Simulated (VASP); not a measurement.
# Cu (Copper): cell size and functional, part 2 of 2

Aim: relax Cu (Copper) at several levels of theory and compare the cells. The starting structure is a measured crystal structure from the Crystallography Open Database.

VASP 6.6.1.

Results so far: PBEsol 11.33 Å³ an atom; LDA 10.91 Å³ an atom; PBE 11.95 Å³ an atom; PBEsol + D3(BJ) 10.82 Å³ an atom.

## (6) Relaxation with r2SCAN

Level of this step: r2SCAN; plane waves and PAW (Cu) (VASP).

r2SCAN adds the kinetic-energy density, costs more than a GGA and is run with LASPH. This run starts from the cell of an earlier relaxation, which isn't shown; the restart sets up the plane waves anew.

INCAR

```
SYSTEM = Cu
PREC = Accurate
ENCUT = 450
EDIFF = 1E-06
NELM = 100
ISMEAR = 1
SIGMA = 0.1
LREAL = .FALSE.
ALGO = Normal
METAGGA = R2SCAN
LASPH = .TRUE.
NBANDS = 11
LORBIT = 11
LWAVE = .FALSE.
LCHARG = .FALSE.
KPAR = 2
IBRION = 2
NSW = 50
ISIF = 3
EDIFFG = -0.01
```

POSCAR

```
Cu
1.0
    0.0000000000      1.7889265672      1.7889265672
    1.7889265672      0.0000000000      1.7889265672
    1.7889265672      1.7889265672      0.0000000000
Cu
1
Direct
    0.0000000000      0.0000000000      0.0000000000
```

KPOINTS

```
Automatic mesh
0
Gamma
14 14 14
0 0 0
```

Potentials, in the order of the species: Cu (PBE family, release 64).

The run is started by

```console
mpirun -np 2 vasp_std
```

Log:

```text
[banner, memory and clock lines left out]
running    2 mpi-ranks, on    1 nodes
[...]
[... a notice as in an earlier step ...]

 LDA part: xc-table for (None), standard interpolation
 POSCAR, INCAR and KPOINTS ok, starting setup
[...]
entering main loop
       N       E                     dE             d eps       ncg     rms          rms(c)
DAV:   1     0.310261439621E+02    0.31026E+02   -0.50981E+03  2478   0.155E+03
DAV:   2    -0.123214769063E+02   -0.43348E+02   -0.40563E+02  2330   0.199E+02
DAV:   3    -0.133556542025E+02   -0.10342E+01   -0.10313E+01  2598   0.390E+01
DAV:   4    -0.133631105429E+02   -0.74563E-02   -0.74552E-02  2545   0.286E+00
[...]
DAV:  11    -0.108263260819E+02   -0.30615E-04   -0.59001E-05  2738   0.142E-01    0.331E-02
DAV:  12    -0.108263189310E+02    0.71510E-05   -0.14073E-04  2643   0.234E-01    0.437E-03
DAV:  13    -0.108263196208E+02   -0.68986E-06   -0.73371E-07  2172   0.994E-03
   1 F= -.10826320E+02 E0= -.10826332E+02  d E =-.108263E+02
[...]
DAV:   4    -0.108261808329E+02    0.74456E-04   -0.54264E-04  2686   0.280E-01    0.180E-02
DAV:   5    -0.108261787988E+02    0.20341E-05   -0.30587E-05  2619   0.109E-01    0.478E-03
DAV:   6    -0.108261778663E+02    0.93250E-06   -0.50780E-07  1417   0.142E-02
   2 F= -.10826178E+02 E0= -.10826188E+02  d E =0.141755E-03
 trial-energy change:    0.000142  1 .order    0.000058   -0.000158    0.000274
 step:   0.1880(harm=  0.3646)  dis= 0.00000  next Energy=   -10.826334 (dE=-0.143E-04)
[...]
N       E                     dE             d eps       ncg     rms          rms(c)
DAV:   1    -0.108297974155E+02   -0.36186E-02   -0.61522E-02  2705   0.563E+00    0.482E-01
DAV:   2    -0.108273626320E+02    0.24348E-02   -0.45913E-02  2639   0.416E+00    0.173E-01
DAV:   3    -0.108263927921E+02    0.96984E-03   -0.72031E-03  2687   0.166E+00    0.744E-02
DAV:   4    -0.108263192434E+02    0.73549E-04   -0.38795E-04  2706   0.245E-01    0.159E-02
DAV:   5    -0.108263122153E+02    0.70281E-05   -0.24462E-05  2560   0.977E-02    0.400E-03
DAV:   6    -0.108263130400E+02   -0.82470E-06   -0.36096E-07  1345   0.120E-02
   3 F= -.10826313E+02 E0= -.10826325E+02  d E =0.658082E-05
[...]
reached required accuracy - stopping structural energy minimisation
```

Elapsed: 24 s, on 2 MPI ranks of Intel Xeon 6975P-C (Granite Rapids), shared host; peak memory 0.23 GiB; 46 s of CPU time.

OUTCAR, selected parts (step 6):

```text
  Total        0.0042278      0.0042278      0.0042278      0.0000000     -0.0000000      0.0000000
  in kB        0.5921189      0.5921189      0.5921189      0.0000000     -0.0000000      0.0000000
  external PRESSURE =       0.5921189 kB  Pullay stress =       0.0000000 kB

 POSITION                                       TOTAL-FORCE (eV/Angst)
 -----------------------------------------------------------------------------------
      0.00000      0.00000      0.00000         0.000000     -0.000000      0.000000
 -----------------------------------------------------------------------------------
    total drift:                                0.000000     -0.000000     -0.000000

  FREE ENERGIE OF THE ION-ELECTRON SYSTEM (eV)
  ---------------------------------------------------
  free  energy   TOTEN  =       -10.8263130400 eV

  energy  without entropy=      -10.8263489656  energy(sigma->0) =      -10.82632502

[... 2 parts as in an earlier step ...]

[... 2 further parts left out ...]
[key lines of the parts left out:]
E-fermi :   7.7592
```

With r2SCAN the relaxed cell holds 11.440 Å³ an atom, -3.14 % against the measured cell, with a = 3.577 Å. That is +0.95 % from PBEsol.

## (7) Relaxation with r2SCAN + rVV10

rVV10 adds a nonlocal correlation energy for dispersion. This run starts from the cell of an earlier relaxation, which isn't shown; the restart sets up the plane waves anew.

Edit INCAR of step 6 so:

```diff
@@ -10,2 +10,6 @@
 METAGGA = R2SCAN
+LUSE_VDW = .TRUE.
+IVDW_NL = 2
+BPARAM = 11.95
+CPARAM = 0.0093
 LASPH = .TRUE.
```

POSCAR

```
Cu
1.0
    0.0000000000      1.7826232238      1.7826232238
    1.7826232238      0.0000000000      1.7826232238
    1.7826232238      1.7826232238      0.0000000000
Cu
1
Direct
    0.0000000000      0.0000000000      0.0000000000
```

KPOINTS is that of step 6.

The run is started by

```console
mpirun -np 2 vasp_std
```

Log:

```text
[banner, memory and clock lines left out]
running    2 mpi-ranks, on    1 nodes
[...]
|                                                                             |
|               ----> ADVICE to this user running VASP <----                  |
|                                                                             |
|     You have switched on vdW-DFT.                                           |
|     This routine was written and supplied by Jiri Klimes. We recommend      |
|     that you carefully read and cite the following publications:            |
|       J. Klimes, D.R. Bowler, A. Michelides                                 |
|          J. Phys.: Cond Matt. 22 022201 (2010)                              |
|       J. Klimes, D.R. Bowler, A. Michelides                                 |
|          Phys. Rev. B. 83, 195131 (2011)                                    |
|     and references therein.                                                 |
|                                                                             |

[...]
DAV:   2    -0.105375544985E+02    0.22431E-02   -0.41825E-02  2639   0.398E+00    0.164E-01
Total rVV10 correction in eV:      0.2882419    11.9254002
Total rVV10 correction in eV:      0.2882419    11.9254002
DAV:   3    -0.105366759055E+02    0.87859E-03   -0.64869E-03  2690   0.158E+00    0.711E-02
Total rVV10 correction in eV:      0.2882537    11.9254002
Total rVV10 correction in eV:      0.2882537    11.9254002
DAV:   4    -0.105366076959E+02    0.68210E-04   -0.34916E-04  2697   0.232E-01    0.150E-02
Total rVV10 correction in eV:      0.2882258    11.9254002
Total rVV10 correction in eV:      0.2882258    11.9254002
DAV:   5    -0.105366014085E+02    0.62874E-05   -0.21703E-05  2554   0.923E-02    0.377E-03
Total rVV10 correction in eV:      0.2882159    11.9254002
Total rVV10 correction in eV:      0.2882159    11.9254002
DAV:   6    -0.105366021829E+02   -0.77440E-06   -0.32266E-07  1348   0.114E-02
Total rVV10 correction in eV:      0.2882080    11.9254002
Total rVV10 correction in eV:      0.2882080    11.9254002
Total rVV10 correction in eV:      0.2882109    11.9254002
Total rVV10 correction in eV:      0.2882109    11.9254002
   3 F= -.10536602E+02 E0= -.10536604E+02  d E =0.589270E-05
[...]
reached required accuracy - stopping structural energy minimisation
```

Run time: 34 s. Hardware: 2 MPI ranks; peak memory 0.31 GiB; 66 s of CPU time.

Parts of OUTCAR (step 7):

```text
  Total        0.0040487      0.0040487      0.0040487      0.0000000      0.0000000      0.0000000
  in kB        0.5730490      0.5730490      0.5730490      0.0000000      0.0000000      0.0000000
  external PRESSURE =       0.5730490 kB  Pullay stress =       0.0000000 kB

 POSITION                                       TOTAL-FORCE (eV/Angst)
 -----------------------------------------------------------------------------------
      0.00000      0.00000     -0.00000         0.000000      0.000000      0.000000
 -----------------------------------------------------------------------------------
    total drift:                                0.000000     -0.000000     -0.000000

  FREE ENERGIE OF THE ION-ELECTRON SYSTEM (eV)
  ---------------------------------------------------
  free  energy   TOTEN  =       -10.5366021829 eV

  energy  without entropy=      -10.5366079045  energy(sigma->0) =      -10.53660409

[... 2 parts as in an earlier step ...]

[... 2 further parts left out ...]
[key lines of the parts left out:]
E-fermi :   7.8775
```

With r2SCAN + rVV10 the relaxed cell holds 11.320 Å³ an atom, -4.15 % against the measured cell, with a = 3.564 Å. That is -0.11 % from PBEsol.

## (8) Relaxation with optB86b-vdW

optB86b-vdW pairs nonlocal correlation with a less repulsive exchange of B86b form.

Edit INCAR of step 7 so:

```diff
@@ -9,7 +9,7 @@
 ALGO = Normal
-METAGGA = R2SCAN
+GGA = MK
+AGGAC = 0
 LUSE_VDW = .TRUE.
-IVDW_NL = 2
-BPARAM = 11.95
-CPARAM = 0.0093
+PARAM1 = 0.1234
+PARAM2 = 1
 LASPH = .TRUE.
```

POSCAR

```
Cu
1.0
    0.0000000000      1.8075000000      1.8075000000
    1.8075000000      0.0000000000      1.8075000000
    1.8075000000      1.8075000000      0.0000000000
Cu
1
Direct
    0.0000000000      0.0000000000      0.0000000000
```

KPOINTS is that of step 7.

The run is started by

```console
mpirun -np 2 vasp_std
```

Log:

```text
[banner, memory and clock lines left out]
running    2 mpi-ranks, on    1 nodes
[...]
[... a notice as in an earlier step ...]

 [... a notice as in an earlier step ...]

 LDA part: xc-table for (Slater+PW92), standard interpolation
 POSCAR, INCAR and KPOINTS ok, starting setup
[...]
entering main loop
       N       E                     dE             d eps       ncg     rms          rms(c)
DAV:   1     0.422817170159E+02    0.42282E+02   -0.50144E+03  2470   0.149E+03
DAV:   2    -0.809245773812E+00   -0.43091E+02   -0.40267E+02  2351   0.194E+02
DAV:   3    -0.180992903534E+01   -0.10007E+01   -0.99435E+00  2636   0.369E+01
DAV:   4    -0.181660206502E+01   -0.66730E-02   -0.66719E-02  2571   0.259E+00
[...]
DAV:   9    -0.926936064978E+00    0.16105E-02   -0.98230E-03  2702   0.182E+00    0.272E-02
DAV:  10    -0.926941570101E+00   -0.55051E-05   -0.40815E-05  3381   0.105E-01    0.781E-03
DAV:  11    -0.926941578792E+00   -0.86911E-08   -0.12114E-06  2565   0.193E-02
   1 F= -.92694158E+00 E0= -.92698102E+00  d E =-.926942E+00
[... from here on, the cycles between the ionic steps are left out ...]
   2 F= -.92784188E+00 E0= -.92787020E+00  d E =-.900306E-03
   3 F= -.92826132E+00 E0= -.92829347E+00  d E =-.131974E-02
   4 F= -.92825757E+00 E0= -.92829031E+00  d E =-.131599E-02
[...]
reached required accuracy - stopping structural energy minimisation
```

The job ended after 19 s (2 MPI ranks; peak memory 0.41 GiB; 38 s of CPU time).

OUTCAR, selected parts (step 8):

```text
  Total       -0.0074715     -0.0074715     -0.0074715     -0.0000000     -0.0000000      0.0000000
  in kB       -1.0283827     -1.0283827     -1.0283827     -0.0000000     -0.0000000      0.0000000
  external PRESSURE =      -1.0283827 kB  Pullay stress =       0.0000000 kB

 POSITION                                       TOTAL-FORCE (eV/Angst)
 -----------------------------------------------------------------------------------
      0.00000      0.00000      0.00000         0.000000     -0.000000      0.000000
 -----------------------------------------------------------------------------------
    total drift:                                0.000000      0.000000      0.000000

  FREE ENERGIE OF THE ION-ELECTRON SYSTEM (eV)
  ---------------------------------------------------
  free  energy   TOTEN  =        -0.9282575700 eV

  energy  without entropy=       -0.9283557871  energy(sigma->0) =       -0.92829031

[... 2 parts as in an earlier step ...]

[... 2 further parts left out ...]
[key lines of the parts left out:]
E-fermi :   7.5937
```

With optB86b-vdW the relaxed cell holds 11.640 Å³ an atom, -1.44 % against the measured cell, with a = 3.598 Å. That is +2.72 % from PBEsol.

## (9) Relaxation with BLYP

BLYP comes from molecular chemistry and underbinds dense solids. This run starts from the cell of an earlier relaxation, which isn't shown; the restart sets up the plane waves anew.

Edit INCAR of step 8 so:

```diff
@@ -9,8 +9,7 @@
 ALGO = Normal
-GGA = MK
-AGGAC = 0
-LUSE_VDW = .TRUE.
-PARAM1 = 0.1234
-PARAM2 = 1
-LASPH = .TRUE.
+GGA = B5
+ALDAX = 1
+AGGAX = 1
+AGGAC = 1
+ALDAC = 0
 NBANDS = 11
```

POSCAR

```
Cu
1.0
    0.0000000000      1.8499988521      1.8499988521
    1.8499988521      0.0000000000      1.8499988521
    1.8499988521      1.8499988521      0.0000000000
Cu
1
Direct
    0.0000000000      0.0000000000      0.0000000000
```

KPOINTS is that of step 8.

The run is started by

```console
mpirun -np 2 vasp_std
```

Log:

```text
[banner, memory and clock lines left out]
running    2 mpi-ranks, on    1 nodes
[...]
[... a notice as in an earlier step ...]

 LDA part: xc-table for (Slater(with rela. corr.)+VWN5), standard interpolation
 POSCAR, INCAR and KPOINTS ok, starting setup
[...]
entering main loop
       N       E                     dE             d eps       ncg     rms          rms(c)
DAV:   1     0.410969230377E+02    0.41097E+02   -0.51063E+03  2474   0.149E+03
DAV:   2    -0.267035428815E+01   -0.43767E+02   -0.40591E+02  2324   0.192E+02
DAV:   3    -0.376523579662E+01   -0.10949E+01   -0.10914E+01  2684   0.382E+01
DAV:   4    -0.377254087498E+01   -0.73051E-02   -0.73041E-02  2556   0.274E+00
[...]
DAV:   9    -0.298145770136E+01    0.18139E-02   -0.10779E-02  2690   0.188E+00    0.231E-02
DAV:  10    -0.298146431630E+01   -0.66149E-05   -0.47213E-05  3207   0.103E-01    0.672E-03
DAV:  11    -0.298146458674E+01   -0.27044E-06   -0.15590E-06  2540   0.176E-02
   1 F= -.29814646E+01 E0= -.29816012E+01  d E =-.298146E+01
[...]
N       E                     dE             d eps       ncg     rms          rms(c)
DAV:   1    -0.298318502876E+01   -0.17207E-02   -0.28990E-02  2660   0.382E+00    0.340E-01
DAV:   2    -0.298209737176E+01    0.10877E-02   -0.24324E-02  2618   0.303E+00    0.143E-01
DAV:   3    -0.298151782911E+01    0.57954E-03   -0.40826E-03  2618   0.128E+00    0.488E-02
DAV:   4    -0.298146994285E+01    0.47886E-04   -0.63758E-05  2959   0.873E-02    0.205E-03
DAV:   5    -0.298147017308E+01   -0.23023E-06   -0.30808E-07  1527   0.728E-03
   2 F= -.29814702E+01 E0= -.29816107E+01  d E =-.558634E-05
 trial-energy change:   -0.000006  1 .order   -0.000014   -0.000049    0.000020
 step:   0.5187(harm=  0.7070)  dis= 0.00000  next Energy=    -2.981476 (dE=-0.114E-04)
 reached required accuracy - stopping structural energy minimisation
```

Run time: 4.4 s. Hardware: 2 MPI ranks; peak memory 0.22 GiB.

Parts of OUTCAR (step 9):

```text
  Total       -0.0075947     -0.0075947     -0.0075947      0.0000000     -0.0000000     -0.0000000
  in kB       -0.9583540     -0.9583540     -0.9583540      0.0000000     -0.0000000     -0.0000000
  external PRESSURE =      -0.9583540 kB  Pullay stress =       0.0000000 kB

 POSITION                                       TOTAL-FORCE (eV/Angst)
 -----------------------------------------------------------------------------------
      0.00000      0.00000      0.00000         0.000000      0.000000     -0.000000
 -----------------------------------------------------------------------------------
    total drift:                                0.000000     -0.000000     -0.000000

  FREE ENERGIE OF THE ION-ELECTRON SYSTEM (eV)
  ---------------------------------------------------
  free  energy   TOTEN  =        -2.9814701731 eV

  energy  without entropy=       -2.9818918651  energy(sigma->0) =       -2.98161074

[... 2 parts as in an earlier step ...]

[... 2 further parts left out ...]
[key lines of the parts left out:]
E-fermi :   7.1284
```

With BLYP the relaxed cell holds 12.697 Å³ an atom, +7.51 % against the measured cell, with a = 3.703 Å. That is +12.05 % from PBEsol.

## (10) The runs compared

```csv
level,volume (Å³/atom),against the measured cell (%),a (Å),pressure left (GPa),core minutes
PBEsol,11.332,-4.05,3.5655,-0.13,0.26
LDA,10.907,-7.65,3.5203,0.04,0.307
PBE,11.947,1.16,3.6289,-0.05,0.16
PBEsol + D3(BJ),10.819,-8.39,3.5109,0.07,0.327
r2SCAN,11.44,-3.14,3.5768,0.06,2.07
r2SCAN + rVV10,11.32,-4.15,3.5642,0.06,2.97
optB86b-vdW,11.64,-1.44,3.5976,-0.1,0.647
BLYP,12.697,7.51,3.7033,-0.1,0.373
```

Core minutes are wall time times ranks, summed over the relaxations behind a row (those for a bulk modulus apart), on shared hosts.

## (11) Summary of results

```yaml
volume_pbesol: 11.33 Å³/atom
volume_lda: 10.91 Å³/atom
volume_pbe: 11.95 Å³/atom
volume_pbesol_d3_bj: 10.82 Å³/atom
volume_r2scan: 11.44 Å³/atom
volume_r2scan_rvv10: 11.32 Å³/atom
volume_optb86b_vdw: 11.64 Å³/atom
volume_blyp: 12.70 Å³/atom
```

What this shows: Across 8 levels the volume of Cu (Copper) spans 17.4 %, from 10.82 Å³ an atom (PBEsol + D3(BJ)) to 12.70 Å³ (BLYP). Against the measured volume of the starting structure, PBE comes nearest (+1.2 %) and PBEsol + D3(BJ) lies farthest (-8.4 %). The measured cell holds zero-point expansion and, unless it was taken cold, thermal expansion, which the runs lack, so small differences decide nothing. Adding D3(BJ) to PBEsol changes the volume by -4.5 %. Adding rVV10 to r2SCAN changes the volume by -1.0 %. LASPH is on in some of these runs and off in others, which adds a little to the differences. All runs keep the symmetry of the start, so they can't find a distortion of lower symmetry. Further runs on this material are not shown.

[Lines on the potential files, build, host, timing and source positions are cut from VASP's logs without a mark.]

[Logs are printed without paths, hosts, clocks, repeated set-up lines and the standing remarks that a program may print on its own settings, such as how far it seeks lower states.]

[Hosts, paths, dates, database ids (printed as entryN), source tags and the programs' standing remarks are cut or masked in the printed files.]
